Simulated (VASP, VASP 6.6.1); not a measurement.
# Lattice constant of fcc palladium: PBEsol and PBE against neutron powder diffraction

## Experiment

The reference is the room-temperature lattice constant of deuterium-free palladium, a = 3.89027 ± 0.00003 Å at 293.15 K, from "Dislocation healing during hydrogen absorption and desorption in palladium" (2022, arXiv:2204.14071). It was obtained by time-of-flight neutron powder diffraction on commercial 99.95% Pd powder, with the d-spacing scale calibrated against a NIST 640c silicon standard. The absence of deuterium matters, because palladium readily takes up hydrogen and its lattice expands when it does. The value is not corrected for thermal expansion, and it also contains the zero-point motion of the nuclei. Our calculations treat static nuclei at zero temperature, so a perfect functional should land slightly below the measured number, by roughly 0.2 to 0.4 %.

| compared with | measured | source's wording or label | T (K) | method |
| --- | --- | --- | --- | --- |
| lattice constant a of the conventional cell (Å) | 3.89027 ± 0.00003 | a of deuterium-free Pd at 20 C | 293.15 | time-of-flight neutron powder diffraction |

Conditions are those given with the value in the passage it was taken from; "not stated" means there, and the paper may say more elsewhere.

## Plan

We want the equilibrium lattice constant of fcc palladium to within 1 % of the measured value. That limit is wider than the thermal and zero-point shift, yet about as large as the usual errors of LDA and PBE for a 4d metal, so it asks something of the functional.

The model is the primitive cell with one atom, relaxed in volume with the cubic symmetry kept. We treat it without spin polarisation: palladium is a paramagnet close to a ferromagnetic instability, and some functionals wrongly give it a moment. The starting cell is the diffraction cell with a = 3.890 Å, which agrees with the reference, stretched by 3 % in volume so that the relaxation has to find its own way back.

We go directly to PBEsol, a gradient functional built for the equilibrium volumes of dense solids. LDA usually makes such metals too small and PBE too large, and neither is much cheaper for one atom. The result is then to be tested for k mesh and cutoff, and one neighbouring functional set beside it for scale.

System: Pd, space group Fm-3m (Palladium); Fm-3m (No. 225), 1 atom in the cell; conventional a = 3.890 A, from a published structure refinement (COD).

On the selection of runs and values: 1 further cited values are not listed: repeats, values quoted from earlier work, more than five for one quantity or six quantities, optical onsets of an indirect gap, modes that a denser mesh moves by over 3 %, or quantities that fewer than three runs give.

## 1. PBEsol on a dense k mesh

Palladium has a high and sharply varying density of states at the Fermi level, so we start with a 20×20×20 mesh instead of a coarse one. The cell is relaxed twice, so that the second relaxation starts with a basis set matched to the nearly final volume. We expect a lattice constant slightly below the measured one.

**Run 1.** VASP 6.6.1: PBEsol; 450 eV, 20x20x20 k mesh; cell and atoms relaxed, relaxed twice.

Key lines of the input:
```
ALGO = Normal
EDIFF = 1E-06
EDIFFG = -0.006
ENCUT = 450
GGA = PS
IBRION = 2
ISIF = 3
ISMEAR = 1
NBANDS = 11
NELM = 100
NSW = 50
PREC = Accurate
SIGMA = 0.15
KPOINTS: Gamma, 20 20 20
PAW data sets: Pd (PBE 64)
```

Command:
```
mpirun -np 4 vasp_std
```

Selected lines of the output:
```
   1 F= -.59429635E+01 E0= -.59419198E+01  d E =-.594296E+01
   2 F= -.59157828E+01 E0= -.59152816E+01  d E =0.271808E-01
   3 F= -.59591484E+01 E0= -.59583325E+01  d E =-.161849E-01
   4 F= -.59591524E+01 E0= -.59583411E+01  d E =-.161888E-01
[second pass]
   1 F= -.59590691E+01 E0= -.59582576E+01  d E =-.595907E+01
 reached required accuracy - stopping structural energy minimisation
  external PRESSURE =       0.1713097 kB  Pullay stress =       0.0000000 kB
  volume of cell :       14.52
      direct lattice vectors                 reciprocal lattice vectors
     0.000000000  1.936263118  1.936263118    -0.258229367  0.258229367  0.258229367
     1.936263118  0.000000000  1.936263118     0.258229367 -0.258229367  0.258229367
     1.936263118  1.936263118  0.000000000     0.258229367  0.258229367 -0.258229367
```

Converged; 12 s on 4 cores of Intel Xeon 6975P-C (Granite Rapids), shared host (all steps together).

| quantity | run 1 | measured | deviation |
| --- | --- | --- | --- |
| lattice constant a of the conventional cell (Å) | 3.8725 | 3.89027 ± 0.00003 | −0.0177 (−0.5 %) |
| volume of the conventional cell (Å³) | 58.07 |  |  |
| space group at the end | Fm-3m |  |  |
| pressure left at the end (GPa) | 0.0171 |  |  |

PBEsol gives a = 3.8725 Å, 0.5 % below the measured value and inside the 1 % limit. The deviation has the sign we anticipated for a static lattice. The second relaxation stopped at its first step with little pressure left, so the volume is settled for this basis and mesh; whether the basis and mesh themselves suffice is a separate question.

## 2. Denser mesh and higher cutoff

We repeat the PBEsol relaxation twice, once with a 28×28×28 mesh and once with the cutoff raised to 600 eV, changing one setting at a time. The mesh tests the sampling of the Fermi surface, the cutoff the basis-set error in the stress that drives the cell. We expect both shifts to be small against the 0.5 % deviation.

**Run 2.** VASP 6.6.1: PBEsol; 450 eV, 28x28x28 k mesh; cell and atoms relaxed, relaxed twice.

Key lines of the input, as changed from run 1:
```diff
- KPOINTS: Gamma, 20 20 20
+ KPOINTS: Gamma, 28 28 28
```

Selected lines of the output:
```
     0.000000000  1.936573643  1.936573643    -0.258187961  0.258187961  0.258187961
```

Converged; 27 s, same machine (all steps together).

**Run 3.** VASP 6.6.1: PBEsol; 600 eV, 20x20x20 k mesh; cell and atoms relaxed, relaxed twice.

Key lines of the input, as changed from run 1:
```diff
- ENCUT = 450
+ ENCUT = 600
```

Selected lines of the output:
```
   1 F= -.59434106E+01 E0= -.59423665E+01  d E =-.594341E+01
   2 F= -.59149420E+01 E0= -.59144476E+01  d E =0.284686E-01
   3 F= -.59600544E+01 E0= -.59592408E+01  d E =-.166438E-01
   4 F= -.59600590E+01 E0= -.59592501E+01  d E =-.166484E-01
[second pass]
   1 F= -.59596148E+01 E0= -.59588058E+01  d E =-.595961E+01
 reached required accuracy - stopping structural energy minimisation
  external PRESSURE =       0.1330758 kB  Pullay stress =       0.0000000 kB
  volume of cell :       14.51
      direct lattice vectors                 reciprocal lattice vectors
     0.000000000  1.935926649  1.935926649    -0.258274248  0.258274248  0.258274248
     1.935926649  0.000000000  1.935926649     0.258274248 -0.258274248  0.258274248
     1.935926649  1.935926649  0.000000000     0.258274248  0.258274248 -0.258274248
```

Converged; 15 s, same machine (all steps together).

| quantity | run 2 | run 3 | measured |
| --- | --- | --- | --- |
| lattice constant a of the conventional cell (Å) | 3.8731 | 3.8718 | 3.89027 ± 0.00003 |
| volume of the conventional cell (Å³) | 58.10 | 58.04 |  |
| space group at the end | Fm-3m | Fm-3m |  |
| pressure left at the end (GPa) | 0.0246 | 0.0133 |  |

The denser mesh moves the PBEsol lattice constant from 3.8725 to 3.8731 Å, and the higher cutoff moves it to 3.8718 Å. Both changes are below 0.001 Å, far smaller than the 0.0177 Å separating the first result from experiment. Neither mesh nor cutoff therefore explains the deviation, and PBEsol stays well within the 1 % limit in all three runs.

## 3. PBE for scale

As the neighbouring level we take PBE, the common default for metals, at 450 eV and on the 20×20×20 mesh, so that it compares directly with the first PBEsol run. We expect it to overshoot the measured value and to end near the 1 % limit. The static lattice should lie below the room-temperature one, so an overshoot would be a larger functional error than the plain deviation suggests.

**Run 4.** VASP 6.6.1: PBE; 450 eV, 20x20x20 k mesh; cell and atoms relaxed.

Key lines of the input, as changed from run 1:
```diff
- GGA = PS
+ GGA = PE
```

Selected lines of the output:
```
DAV:   4    -0.521448498435E+01   -0.41913E-04   -0.19846E-04  6772   0.102E-01    0.109E-02
DAV:   5    -0.521448483855E+01    0.14580E-06   -0.21028E-06  6884   0.121E-02
   3 F= -.52144848E+01 E0= -.52133389E+01  d E =-.629673E-03
 reached required accuracy - stopping structural energy minimisation
  external PRESSURE =      -0.2682123 kB  Pullay stress =       0.0000000 kB
  volume of cell :       15.29
      direct lattice vectors                 reciprocal lattice vectors
    -0.000000000  1.969918788  1.969918788    -0.253817570  0.253817570  0.253817570
     1.969918788  0.000000000  1.969918788     0.253817570 -0.253817570  0.253817570
     1.969918788  1.969918788 -0.000000000     0.253817570  0.253817570 -0.253817570
```

Converged; 7.2 s, same machine.

| quantity | run 4 | measured | deviation |
| --- | --- | --- | --- |
| lattice constant a of the conventional cell (Å) | 3.9398 | 3.89027 ± 0.00003 | +0.0496 (+1.3 %) |
| volume of the conventional cell (Å³) | 61.16 |  |  |
| space group at the end | Fm-3m |  |  |
| pressure left at the end (GPa) | −0.0268 |  |  |

PBE gives a = 3.9398 Å, 1.3 % above the measured value, and misses the 1 % limit. The overshoot we expected is there, somewhat larger than we had guessed. At the same cutoff and mesh, PBE lies 0.0673 Å above PBEsol, so the choice between these two gradient functionals matters far more than the mesh and cutoff changes tested with PBEsol. The PBE cell was relaxed only once, but it started from a volume close to its final one and little pressure is left. Mesh and cutoff were not varied for PBE itself.

## Summary of runs

| run | settings | lattice constant a of the conventional cell (Å) | deviation | cost |
| --- | --- | --- | --- | --- |
| 1 | PBEsol, 450 eV, 20x20x20 k mesh, relaxed twice | 3.8725 | −0.0177 (−0.5 %) | under 1 core-min |
| 2 | PBEsol, 450 eV, 28x28x28 k mesh, relaxed twice | 3.8731 | −0.0171 (−0.4 %) | 1.8 core-min |
| 3 | PBEsol, 600 eV, 20x20x20 k mesh, relaxed twice | 3.8718 | −0.0184 (−0.5 %) | 61 core-s |
| 4 | PBE, 450 eV, 20x20x20 k mesh | 3.9398 | +0.0496 (+1.3 %) | under 1 core-min |
|  | measured | 3.89027 ± 0.00003 |  |  |

## Verdict

PBEsol meets the 1 % target: it gives a = 3.8725 Å, 0.5 % below the neutron diffraction value, for under one core-minute. PBE, at the same cutoff and mesh, comes out 1.3 % too large and misses.

The denser mesh and the higher cutoff each moved the PBEsol result by less than 0.001 Å, so the pass does not hang on either setting. The PBE run showed how much depends on the functional.

The measured lattice is expanded by temperature and zero-point motion, which our static calculation leaves out. Our rough allowance of 0.2 to 0.4 % has the right sign and would account for a good part of the PBEsol deviation, leaving the computed lattice about 0.1 to 0.3 % too small. For PBE the same allowance works the other way and raises the error to roughly 1.5 to 1.7 %. The better agreement of PBEsol is therefore not produced by the neglected nuclear motion; taking that motion into account favours PBEsol further.

We cannot assign the remaining PBEsol difference to a single cause. An error of the functional itself is plausible at this size. The calculations also omitted the non-spherical gradient terms inside the PAW spheres, which can matter for a d metal, and used PAW data sets generated with PBE; the effect of neither was tested. Residual hydrogen in the sample is an unlikely explanation, since the powder was deuterium-free and the reference agrees with the separate diffraction cell from which we started. All runs were non-spin-polarised, so they do not show whether either functional would wrongly give palladium a magnetic moment.

[Logs are printed without paths, hosts, clocks, repeated set-up lines and the standing remarks that a program may print on its own settings, such as how far it seeks lower states.]

[The runs shown are a pick from a larger set of finished runs; failed, doubtful and other runs were left out of it ahead of writing. So were measured values far from every level or from commonly accepted values, and agreement can look better than it is. Lines of input and output are excerpts and may be shortened.]
